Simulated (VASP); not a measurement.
All values below come from optB86b-vdW, VASP's PBE PAW potentials (set 64) (plane waves; VASP).

VASP input:

File KPOINTS:
```
K-points
0
Gamma
8 8 8
0 0 0
```

INCAR:
```
# general
SYSTEM    =  Si
PREC      =  Accurate
ENCUT     =  520   # plane-wave cut-off (eV)
LREAL     =  .FALSE.   # projection in real space or not
LASPH     =  .TRUE.   # aspherical one-centre terms

# electronic loop
EDIFF     =  1E-7   # SCF stop (eV)
NELM      =  100
ALGO      =  Normal   # blocked Davidson

# smearing
ISMEAR    =  0
SIGMA     =  0.05

# functional
GGA       =  MK
LUSE_VDW  =  .TRUE.
AGGAC     =  0.0
PARAM1    =  0.1234
PARAM2    =  1.0

# ions
ISIF      =  2

# output
LWAVE     =  .FALSE.
LCHARG    =  .FALSE.
```

POSCAR:
```
Si
1.0
  0.0000000000   2.6720153085   2.6720153085
  2.6720153085   0.0000000000   2.6720153085
  2.6720153085   2.6720153085   0.0000000000
Si
2
Direct
  0.0000000000   0.0000000000   0.0000000000
  0.2500000000   0.2500000000   0.2500000000
```

POTCAR, in this order: Si (PBE.64 set). Program: vasp_std.

### Question
Estimate the energy per atom (σ→0), pressure.

### Answer

* **energy per atom (σ→0)**: -4.281 eV/atom
* **pressure**: 6.45 GPa

### OSZICAR
```
...
DAV:   6    -0.861794158840E+01    0.12561E+00   -0.10504E-01   560   0.173E+00    0.310E+00
DAV:   7    -0.856218034340E+01    0.55761E-01   -0.21240E-01   592   0.252E+00    0.299E-01
DAV:   8    -0.856286595791E+01   -0.68561E-03   -0.60252E-03   568   0.552E-01    0.682E-02
DAV:   9    -0.856288611486E+01   -0.20157E-04   -0.23562E-04   680   0.109E-01    0.597E-02
DAV:  10    -0.856291356197E+01   -0.27447E-04   -0.62180E-05   544   0.631E-02    0.402E-02
DAV:  11    -0.856291344956E+01    0.11241E-06   -0.11364E-06   680   0.941E-03    0.473E-03
DAV:  12    -0.856291344433E+01    0.52290E-08   -0.25519E-08   528   0.155E-03
   1 F= -.85629134E+01 E0= -.85629134E+01  d E =-.598578E-13
```

The compound is Si in the diamond structure. This cell is one point of a volume scan, at 0.94 of the reference volume.
